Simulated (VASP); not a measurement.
**LaAl (relaxed from the zinc blende structure, space group F-43m): computed properties**

Computed with PBE GGA, VASP's PBE PAW potentials (set 64) (plane waves; VASP).

```yaml
space_group: F-43m (216)
cell: a = b = c = 7.017 Å, α = β = γ = 90.00°
volume_per_atom: 43.18 Å^3/atom
band gap (over mesh and band path): none (metal, semimetal or under 0.01 eV)
density: 3.19 g/cm³
```

AlLa is taken in the cubic space group F-43m (No. 216), the zinc blende structure, Pearson symbol cF8. Cell: a = b = c = 7.017 Å, α = β = γ = 90.00°. La on 4a is coordinated by 4 Al at 3.038 Å and 12 La at 4.961 Å. Al on 4d has 4 La at 3.038 Å (tetrahedral). (Neighbours: up to the widest gap in distance over summed covalent radii, below 1.35, at either atom.)
(The calculation used a cell of 2 atoms; values per cell refer to that cell.)

The structure was generated: LaAl was put into the zinc blende type (F-43m), which need not be its known phase. It was relaxed first, which changed the volume by -21 %. Symmetry was kept, so distortions that lower it aren't found.
